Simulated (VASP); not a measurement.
Computed with PBE GGA with D3 dispersion (zero damping), VASP's PBE PAW potentials (set 64) (plane waves; VASP).

Input for VASP

INCAR:
```
! general
SYSTEM   =  Ir
PREC     =  Accurate
ENCUT    =  520
LREAL    =  .FALSE.   ! projection in real space or not
LASPH    =  .TRUE.

! electronic loop
EDIFF    =  1E-6   ! SCF stop (eV)
NELM     =  100   ! most electronic steps
ALGO     =  Normal
LMAXMIX  =  6

! smearing
ISMEAR   =  1   ! Methfessel-Paxton
SIGMA    =  0.1

! functional
GGA      =  PE
IVDW     =  11

! ions
IBRION   =  2   ! conjugate gradients
NSW      =  60   ! most ionic steps
ISIF     =  3
EDIFFG   =  -0.01

! output
LWAVE    =  .FALSE.
LCHARG   =  .FALSE.
```

File POSCAR:
```
Ir
1
    0.0000000000     1.9200000000     1.9200000000
    1.9200000000     0.0000000000     1.9200000000
    1.9200000000     1.9200000000     0.0000000000
Ir
1
Direct
  0.0000000000   0.0000000000   0.0000000000
```

KPOINTS:
```
Automatic mesh
0
Gamma
15 15 15
0 0 0
```

POTCAR, in this order: Ir (PBE.64 set). Program: vasp_std.

The run wrote:

File OUTCAR:
```
 ion  position               nearest neighbor table
   1  0.000  0.000  0.000-
  LATTYP: Found a face centered cubic cell.
 ALAT       =     3.8400000000
 Subroutine PRICEL returns:
 Original cell was already a primitive cell.
 Subroutine GETGRP returns: Found 48 space group operations
The static configuration has the point symmetry O_h .
The dynamic configuration has the point symmetry O_h .
 Subroutine INISYM returns: Found 48 space group operations
 Subroutine IBZKPT returns following result:
 Found    120 irreducible k-points:

 Following reciprocal coordinates:
            Coordinates               Weight
  0.000000  0.000000  0.000000      1.000000
  0.066667  0.000000  0.000000      8.000000
  0.133333  0.000000  0.000000      8.000000
  0.200000  0.000000  0.000000      8.000000
  0.266667  0.000000  0.000000      8.000000
  0.333333  0.000000  0.000000      8.000000
  0.400000  0.000000  0.000000      8.000000
  0.466667  0.000000  0.000000      8.000000
  0.066667  0.066667  0.000000      6.000000
  0.133333  0.066667  0.000000     24.000000
  0.200000  0.066667  0.000000     24.000000
  0.266667  0.066667  0.000000     24.000000
  0.333333  0.066667  0.000000     24.000000
  0.400000  0.066667  0.000000     24.000000
  0.466667  0.066667  0.000000     24.000000
 -0.466667  0.066667  0.000000     24.000000
 -0.400000  0.066667  0.000000     24.000000
 -0.333333  0.066667  0.000000     24.000000
 -0.266667  0.066667  0.000000     24.000000
 -0.200000  0.066667  0.000000     24.000000
 -0.133333  0.066667  0.000000     24.000000
 -0.066667  0.066667  0.000000     12.000000
  0.133333  0.133333  0.000000      6.000000
  0.200000  0.133333  0.000000     24.000000
  0.266667  0.133333  0.000000     24.000000
...
```

**OSZICAR**
```
       N       E                     dE             d eps       ncg     rms          rms(c)
DAV:   1     0.415616411145E+02    0.41562E+02   -0.45004E+03  1976   0.102E+03
DAV:   2    -0.879242348779E+01   -0.50354E+02   -0.48459E+02  1928   0.203E+02
DAV:   3    -0.939792605348E+01   -0.60550E+00   -0.60276E+00  2904   0.303E+01
DAV:   4    -0.940098715468E+01   -0.30611E-02   -0.30602E-02  2400   0.145E+00
DAV:   5    -0.940101356521E+01   -0.26411E-04   -0.26411E-04  2896   0.845E-02    0.152E+01
DAV:   6    -0.894024354050E+01    0.46077E+00   -0.94976E-01  2200   0.137E+01    0.630E+00
DAV:   7    -0.885117144069E+01    0.89072E-01   -0.31858E-01  2536   0.741E+00    0.152E+00
DAV:   8    -0.884618788366E+01    0.49836E-02   -0.17839E-03  2088   0.659E-01    0.680E-01
DAV:   9    -0.884474558711E+01    0.14423E-02   -0.11659E-03  2496   0.570E-01    0.119E-02
DAV:  10    -0.884475169092E+01   -0.61038E-05   -0.45541E-06  2616   0.221E-02    0.677E-03
DAV:  11    -0.884475221612E+01   -0.52520E-06   -0.26296E-07  1568   0.535E-03
   1 F= -.95638094E+01 E0= -.95636901E+01  d E =-.956381E+01
       N       E                     dE             d eps       ncg     rms          rms(c)
DAV:   1    -0.883989303207E+01    0.48587E-02   -0.15347E-01  2072   0.651E+00    0.622E-01
DAV:   2    -0.883641678438E+01    0.34762E-02   -0.86861E-03  2136   0.130E+00    0.210E-01
DAV:   3    -0.883601103695E+01    0.40575E-03   -0.18475E-03  2344   0.550E-01    0.632E-02
DAV:   4    -0.883601715580E+01   -0.61189E-05   -0.42046E-05  2488   0.670E-02    0.325E-03
DAV:   5    -0.883601726804E+01   -0.11224E-06   -0.43071E-07  1680   0.724E-03
   2 F= -.95630230E+01 E0= -.95629028E+01  d E =0.786382E-03
       N       E                     dE             d eps       ncg     rms          rms(c)
DAV:   1    -0.884559221950E+01   -0.95751E-02   -0.95693E-02  2072   0.514E+00    0.471E-01
DAV:   2    -0.884341238429E+01    0.21798E-02   -0.55121E-03  2136   0.103E+00    0.172E-01
DAV:   3    -0.884315335196E+01    0.25903E-03   -0.11529E-03  2344   0.432E-01    0.544E-02
DAV:   4    -0.884315162687E+01    0.17251E-05   -0.24115E-05  2496   0.533E-02    0.354E-03
DAV:   5    -0.884315184510E+01   -0.21823E-06   -0.45577E-07  1472   0.576E-03
   3 F= -.95638701E+01 E0= -.95637507E+01  d E =-.607307E-04
```

OUTCAR:
```
------------------------ aborting loop because EDIFF is reached ----------------------------------------
 Edisp (eV)   -0.72072
  FORCE on cell =-STRESS in cart. coord.  units (eV):
  Direction    XX          YY          ZZ          XY          YZ          ZX
  --------------------------------------------------------------------------------------
  Total       0.00255     0.00255     0.00255     0.00000    -0.00000     0.00000
  in kB       0.28906     0.28906     0.28906     0.00000    -0.00000     0.00000
  external pressure =        0.29 kB  Pullay stress =        0.00 kB
  volume of cell :       14.13
      direct lattice vectors                 reciprocal lattice vectors
     0.000000000  1.918794214  1.918794214    -0.260580315  0.260580315  0.260580315
     1.918794214  0.000000000  1.918794214     0.260580315 -0.260580315  0.260580315
     1.918794214  1.918794214 -0.000000000     0.260580315  0.260580315 -0.260580315
 POSITION                                       TOTAL-FORCE (eV/Angst)
 -----------------------------------------------------------------------------------
      0.00000      0.00000      0.00000         0.000000     -0.000000      0.000000
 -----------------------------------------------------------------------------------
    total drift:                               -0.000000     -0.000000      0.000000
  FREE ENERGIE OF THE ION-ELECTRON SYSTEM (eV)
  ---------------------------------------------------
  free  energy   TOTEN  =        -9.5638701189 eV

  energy  without entropy=       -9.5635117433  energy(sigma->0) =       -9.56375066

 reached required accuracy - stopping structural energy minimisation
```
(Selected blocks of OUTCAR.)

CONTCAR:
```
Ir
   1.00000000000000
     0.0000000000000000    1.9187942137596290    1.9187942137596290
     1.9187942137596290    0.0000000000000000    1.9187942137596290
     1.9187942137596290    1.9187942137596290   -0.0000000000000000
  Ir
     1
Direct
     0.0000000000000000    0.0000000000000000    0.0000000000000000
```

The compound is Ir in the fcc structure. This run relaxes it. Symmetry was kept, so distortions that lower it aren't found.
